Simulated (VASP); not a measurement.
Given:

```
MgS
1.0
    0.00000     2.58235     2.58235
    2.58235     0.00000     2.58235
    2.58235     2.58235     0.00000
Mg S
1 1
Direct
  0.00000   0.00000   0.00000
  0.50000   0.50000   0.50000
```

Method: PBE GGA with D4 dispersion, VASP's PBE PAW potentials (set 64) (plane waves; VASP 6.6.1). Settings: 520 eV cut-off, 8×8×8 Γ-centred mesh, Gaussian smearing of 0.050 eV, potentials Mg S.

Problem. Predict the energy per atom (σ→0), band gap (on the k-mesh) with the smallest direct gap where there is one.

Solution. 
```
Item                                                  Value
-----------------------------------  ----------------------
band gap (on the k-mesh)                            2.82 eV
smallest direct gap (on the k-mesh)                 3.89 eV
energy per atom (σ→0)                -438.3 kJ/mol of atoms
```

The compound is MgS in the rock salt structure. It was relaxed first. The start is the result of an earlier pass.
